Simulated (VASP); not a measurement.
Sr3Sc:

```
CELL_PARAMETERS angstrom
-2.78132 2.78132 5.78673
2.78132 -2.78132 5.78673
2.78132 2.78132 -5.78673
ATOMIC_POSITIONS crystal
Sr 0.50000 0.50000 0.00000
Sr 0.25000 0.75000 0.50000
Sr 0.75000 0.25000 0.50000
Sc 0.00000 0.00000 0.00000
```

The cell comes from a database or a generator and needn't be the stable form of this composition.

```yaml
Program: VASP 6.6.1
Task: single point
Functional: PBE
Potentials_or_basis: VASP PAW PBE potentials, release 64 (Sr_sv, Sc_sv)
Cutoff: 520 eV
k_mesh: 7 × 7 × 7
Occupations: fermi-dirac, width 0.05 eV
Spin: no spin polarisation
```

On this cell: pressure 0.0 GPa; largest force under 0.003 eV/Å; band gap on the k mesh none (metal or under the smearing width).

The same run follows on a disturbed copy (atoms moved at random, drawn with an rms of 0.05 Å):

```
CELL_PARAMETERS angstrom
-2.78132 2.78132 5.78673
2.78132 -2.78132 5.78673
2.78132 2.78132 -5.78673
ATOMIC_POSITIONS crystal
Sr 0.49273 0.49575 0.99825
Sr 0.25701 0.75422 0.50217
Sr 0.75142 0.24418 0.49867
Sc 0.00219 0.99785 0.99664
```

Task: What changes?

Result: The energy (extrapolated to zero smearing) moves by +2.6 meV/atom; pressure 0.0 GPa; largest force 0.199 eV/Å; band gap on the k mesh none (metal or under the smearing width).

Forces in eV/Å, atoms in the order of the input:
```
Sr  -0.039  0.044  0.190
Sr  -0.038 -0.014 -0.149
Sr   0.049 -0.031 -0.042
Sc   0.028  0.000  0.001
```

Stress tensor (GPa, compression positive):
```
 0.19  0.00  0.03
 0.00  0.04  0.01
 0.03  0.01 -0.23
```
